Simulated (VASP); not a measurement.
Output of a VASP run:

OSZICAR:
```
...
   3 F= -.34721125E+03 E0= -.34719222E+03  d E =-.683119E+00  mag=     1.0000
       N       E                     dE             d eps       ncg     rms          rms(c)
DAV:   1    -0.347272031153E+03   -0.60788E-01   -0.18190E+00   672   0.226E+00    0.717E-01
RMM:   2    -0.347287673095E+03   -0.15642E-01   -0.14377E-01   640   0.824E-01    0.998E-01
RMM:   3    -0.347276153646E+03    0.11519E-01   -0.26382E-02   640   0.391E-01    0.326E-01
RMM:   4    -0.347276183510E+03   -0.29864E-04   -0.55919E-03   644   0.163E-01    0.181E-01
RMM:   5    -0.347276220948E+03   -0.37438E-04   -0.14704E-03   667   0.841E-02    0.396E-02
RMM:   6    -0.347276255279E+03   -0.34331E-04   -0.33575E-04   690   0.409E-02    0.231E-02
RMM:   7    -0.347276261034E+03   -0.57550E-05   -0.64887E-05   490   0.169E-02
   4 F= -.34727626E+03 E0= -.34725715E+03  d E =-.650131E-01  mag=     1.0000
       N       E                     dE             d eps       ncg     rms          rms(c)
DAV:   1    -0.347280635550E+03   -0.43803E-02   -0.24157E-01   672   0.817E-01    0.254E-01
RMM:   2    -0.347282568020E+03   -0.19325E-02   -0.17204E-02   640   0.289E-01    0.338E-01
RMM:   3    -0.347281283725E+03    0.12843E-02   -0.32727E-03   640   0.139E-01    0.111E-01
RMM:   4    -0.347281290160E+03   -0.64350E-05   -0.73642E-04   640   0.595E-02    0.624E-02
RMM:   5    -0.347281299161E+03   -0.90012E-05   -0.20346E-04   646   0.307E-02    0.143E-02
RMM:   6    -0.347281303074E+03   -0.39129E-05   -0.38831E-05   471   0.148E-02
   5 F= -.34728130E+03 E0= -.34726216E+03  d E =-.700551E-01  mag=     1.0000
       N       E                     dE             d eps       ncg     rms          rms(c)
DAV:   1    -0.347289306822E+03   -0.80077E-02   -0.19964E-01   672   0.841E-01    0.245E-01
RMM:   2    -0.347290300282E+03   -0.99346E-03   -0.11001E-02   640   0.242E-01    0.999E-02
RMM:   3    -0.347290492131E+03   -0.19185E-03   -0.20838E-03   646   0.116E-01    0.757E-02
RMM:   4    -0.347290446698E+03    0.45433E-04   -0.54034E-04   685   0.601E-02    0.468E-02
RMM:   5    -0.347290440083E+03    0.66157E-05   -0.13547E-04   632   0.282E-02    0.178E-02
RMM:   6    -0.347290443611E+03   -0.35280E-05   -0.41114E-05   496   0.143E-02
   6 F= -.34729044E+03 E0= -.34727125E+03  d E =-.914054E-02  mag=     1.0000
       N       E                     dE             d eps       ncg     rms          rms(c)
DAV:   1    -0.347291515288E+03   -0.10752E-02   -0.70861E-02   704   0.501E-01    0.147E-01
RMM:   2    -0.347291875905E+03   -0.36062E-03   -0.39504E-03   640   0.145E-01    0.599E-02
RMM:   3    -0.347291946438E+03   -0.70532E-04   -0.74547E-04   646   0.689E-02    0.440E-02
RMM:   4    -0.347291933919E+03    0.12518E-04   -0.19341E-04   657   0.357E-02    0.283E-02
RMM:   5    -0.347291931441E+03    0.24780E-05   -0.50396E-05   513   0.173E-02
   7 F= -.34729193E+03 E0= -.34727272E+03  d E =-.106284E-01  mag=     1.0000
       N       E                     dE             d eps       ncg     rms          rms(c)
DAV:   1    -0.347293429901E+03   -0.14960E-02   -0.56433E-02   688   0.442E-01    0.125E-01
RMM:   2    -0.347293699150E+03   -0.26925E-03   -0.29594E-03   640   0.124E-01    0.624E-02
RMM:   3    -0.347293773871E+03   -0.74720E-04   -0.68227E-04   648   0.642E-02    0.572E-02
RMM:   4    -0.347293726942E+03    0.46929E-04   -0.21121E-04   653   0.342E-02    0.238E-02
RMM:   5    -0.347293726588E+03    0.35323E-06   -0.49994E-05   486   0.161E-02
   8 F= -.34729373E+03 E0= -.34727451E+03  d E =-.179515E-02  mag=     1.0000
```

### OUTCAR
```
------------------------ aborting loop because EDIFF is reached ----------------------------------------
  FORCE on cell =-STRESS in cart. coord.  units (eV):
  Direction    XX          YY          ZZ          XY          YZ          ZX
  --------------------------------------------------------------------------------------
  Total        0.3231351      0.3138455      0.3043913     -0.2805307      0.0295777      0.0627927
  in kB        0.3957229      0.3843465      0.3727685     -0.3435481      0.0362219      0.0768982
  external PRESSURE =       0.3842793 kB  Pullay stress =       0.0000000 kB
  volume of cell :     1308.29
      direct lattice vectors                 reciprocal lattice vectors
    10.937074700  0.000000000  0.000000000     0.091432127  0.000000000  0.000000000
     0.000000000 10.937074700  0.000000000     0.000000000  0.091432127  0.000000000
     0.000000000  0.000000000 10.937074700     0.000000000  0.000000000  0.091432127
 POSITION                                       TOTAL-FORCE (eV/Angst)
 -----------------------------------------------------------------------------------
      5.46877      0.00245      0.00155         0.000887      0.003713      0.001528
      6.83183      1.35830      1.36158         0.018878     -0.007206     -0.000541
      8.20232      2.73351      0.00420         0.007305     -0.001821     -0.007738
      9.58014      4.10313      1.35885        -0.002085     -0.011412      0.001980
      8.20210      0.00188      2.73622         0.008988     -0.009726     -0.003754
      9.58045      1.35772      4.10370        -0.000673     -0.000922     -0.005742
      0.00001      0.00002     10.93648         0.002564      0.002005      0.003184
      1.36788      1.36767      1.36845        -0.007782     -0.008159     -0.006540
      2.73693      2.73591      0.00048        -0.011404     -0.004366      0.004905
      4.10390      4.10285      1.36613        -0.004491     -0.004294     -0.001543
      5.46825      5.46794      0.00050         0.003741      0.006494     -0.000008
      6.83465      6.83457      1.36220         0.005000      0.005549     -0.001866
      8.20215      8.20244     10.93505         0.005581      0.006896      0.010351
      9.56915      9.56936      1.36855         0.006921      0.006296     -0.006559
      2.73680      0.00117      2.73674        -0.009259      0.008693     -0.007572
      4.10423      1.36663      4.10393        -0.008390     -0.000508     -0.002589
      5.46216      2.72229      2.72161        -0.000130     -0.006214     -0.007210
      6.92394      4.02535      4.02284        -0.002293     -0.020444     -0.011629
      8.22363      5.48291      2.71528        -0.006912     -0.011096      0.005557
      9.57418      6.83637      4.10432        -0.001558      0.002841     -0.008682
      5.46792      0.00044      5.46718         0.003128      0.002004      0.001048
      6.83371      1.36251      6.83429         0.001474      0.003939      0.005152
      8.22213      2.71652      5.48088         0.000904      0.006595     -0.009464
      9.57680      4.10149      6.83589        -0.003284     -0.001768      0.002122
      8.20151     10.93573      8.20111         0.004054      0.011348      0.009074
      9.56901      1.36765      9.56939         0.005366     -0.008430      0.008153
     10.93673      5.46908      0.00321        -0.001430     -0.001398      0.003264
      1.35718      6.83259      1.35992        -0.002271      0.017149      0.002562
      2.73428      8.20355      0.00462        -0.003170      0.007994     -0.008480
      4.10355      9.58271      1.35840        -0.012257     -0.002201      0.000455
     10.93706      2.73613      2.73583         0.006087     -0.007053     -0.006332
      1.36491      4.10334      4.10310        -0.000796     -0.007408      0.000108
      2.71854      5.45932      2.71774         0.005226      0.011733      0.007067
      4.01939      6.92455      4.01699        -0.016650      0.011277     -0.013658
      5.48219      8.22407      2.71400        -0.014767     -0.007200      0.009495
      6.83572      9.57312      4.10466         0.000930     -0.000885     -0.006800
     10.93547     10.93651      5.46839        -0.002358      0.001330      0.000877
      1.35718      1.35635      6.83287        -0.007111     -0.006056      0.012173
      2.71780      2.71876      5.46007        -0.006298     -0.004351      0.008933
      4.00733      4.01565      6.93524         0.009776      0.001555     -0.021544
      6.91851      6.91486      6.92774         0.009312      0.013301     -0.005630
      8.21691      8.21621      5.46155         0.004081      0.009929      0.000187
      9.57701      9.57867      6.83286         0.004652      0.002764      0.016347
      2.73563      0.00268      8.20172        -0.002294     -0.011216      0.007715
      4.10328      1.35735      9.58159        -0.006158     -0.000635      0.003102
      5.48079      2.71608      8.22277        -0.007635      0.000760      0.003502
      6.83574      4.10056      9.57819         0.002786     -0.005315     -0.001309
      8.22420      5.45405      8.22529        -0.002672      0.012922     -0.003028
      9.58147      6.83403      9.58204        -0.000566      0.004774      0.000073
      0.00249      8.20296      2.73609        -0.008677      0.010739     -0.002919
      1.35767      9.58201      4.10432        -0.004297     -0.000039     -0.007574
     10.93697      5.46847      5.46674         0.003589      0.000606      0.000078
      1.35976      6.83606      6.83401         0.003506     -0.000902      0.009423
      2.71580      8.22264      5.48034         0.005677     -0.005491     -0.008441
      4.10273      9.57479      6.83544        -0.002294      0.001412      0.005248
      0.00346      2.73456      8.20210        -0.007587     -0.000757      0.011306
...
```
(Selected blocks of OUTCAR.)

**POSCAR**
```
TiSi63
1
   10.9370747004     0.0000000000     0.0000000000
    0.0000000000    10.9370747004     0.0000000000
   -0.0000000000    -0.0000000000    10.9370747004
Si Ti
63 1
Direct
  0.5000000000   0.0000000000   0.0000000000
  0.6250000000   0.1250000000   0.1250000000
  0.7500000000   0.2500000000   0.0000000000
  0.8750000000   0.3750000000   0.1250000000
  0.7500000000   0.0000000000   0.2500000000
  0.8750000000   0.1250000000   0.3750000000
  0.0000000000   0.0000000000   0.0000000000
  0.1250000000   0.1250000000   0.1250000000
  0.2500000000   0.2500000000   0.0000000000
  0.3750000000   0.3750000000   0.1250000000
  0.5000000000   0.5000000000   0.0000000000
  0.6250000000   0.6250000000   0.1250000000
  0.7500000000   0.7500000000   0.0000000000
  0.8750000000   0.8750000000   0.1250000000
  0.2500000000   0.0000000000   0.2500000000
  0.3750000000   0.1250000000   0.3750000000
  0.5000000000   0.2500000000   0.2500000000
  0.6254290000   0.3793020000   0.3786580000
  0.7500000000   0.5000000000   0.2500000000
  0.8750000000   0.6250000000   0.3750000000
  0.5000000000   0.0000000000   0.5000000000
  0.6250000000   0.1250000000   0.6250000000
  0.7500000000   0.2500000000   0.5000000000
  0.8750000000   0.3750000000   0.6250000000
  0.7500000000   0.0000000000   0.7500000000
  0.8750000000   0.1250000000   0.8750000000
  0.0000000000   0.5000000000   0.0000000000
  0.1250000000   0.6250000000   0.1250000000
  0.2500000000   0.7500000000   0.0000000000
  0.3750000000   0.8750000000   0.1250000000
  0.0000000000   0.2500000000   0.2500000000
  0.1250000000   0.3750000000   0.3750000000
  0.2500000000   0.5000000000   0.2500000000
  0.3759740000   0.6267570000   0.3753710000
  0.5000000000   0.7500000000   0.2500000000
  0.6250000000   0.8750000000   0.3750000000
  0.0000000000   0.0000000000   0.5000000000
  0.1250000000   0.1250000000   0.6250000000
  0.2500000000   0.2500000000   0.5000000000
  0.3761170000   0.3793120000   0.6265250000
  0.6228090000   0.6212300000   0.6266010000
  0.7500000000   0.7500000000   0.5000000000
  0.8750000000   0.8750000000   0.6250000000
  0.2500000000   0.0000000000   0.7500000000
  0.3750000000   0.1250000000   0.8750000000
  0.5000000000   0.2500000000   0.7500000000
  0.6250000000   0.3750000000   0.8750000000
  0.7500000000   0.5000000000   0.7500000000
  0.8750000000   0.6250000000   0.8750000000
  0.0000000000   0.7500000000   0.2500000000
  0.1250000000   0.8750000000   0.3750000000
  0.0000000000   0.5000000000   0.5000000000
  0.1250000000   0.6250000000   0.6250000000
  0.2500000000   0.7500000000   0.5000000000
  0.3750000000   0.8750000000   0.6250000000
  0.0000000000   0.2500000000   0.7500000000
  0.1250000000   0.3750000000   0.8750000000
  0.2500000000   0.5000000000   0.7500000000
  0.3750000000   0.6250000000   0.8750000000
  0.5000000000   0.7500000000   0.7500000000
  0.6250000000   0.8750000000   0.8750000000
  0.0000000000   0.7500000000   0.7500000000
  0.1250000000   0.8750000000   0.8750000000
  0.4995110000   0.4974630000   0.5035510000
```

**Question.** Write an INCAR and KPOINTS that could have produced this output.

**Answer.** One answer among several that fit: the input of the run itself, PBE GGA, plane waves, VASP's PBE PAW potentials (set 64).

**INCAR**
```
SYSTEM = TiSi63
PREC = Normal
ENCUT = 400
EDIFF = 1E-5
NELM = 100
ALGO = Fast
LREAL = Auto
LASPH = .TRUE.
ISMEAR = 0
SIGMA = 0.05
GGA = PE
LMAXMIX = 4
LWAVE = .TRUE.
LCHARG = .FALSE.
NELMIN = 4
ISYM = 0
NELECT = 255.0
ISPIN = 2
NUPDOWN = 1
MAGMOM = 64*0.0156
LORBIT = 10
IBRION = 2
ISIF = 2
NSW = 60
EDIFFG = -0.03
```

### KPOINTS
```
Automatic mesh
0
Gamma
1 1 1
0 0 0
```

POTCAR, in this order: Si Ti (PBE.64 set). Program: vasp_gam.

The cell is charged, with a uniform compensating background. The supercell is sampled at Γ alone, which is coarse: total energies, pressure and levels can be off, energies of defects by several tenths of an eV.

The cell is a supercell with a defect, built from Si (diamond): Ti_Si, charge +1.
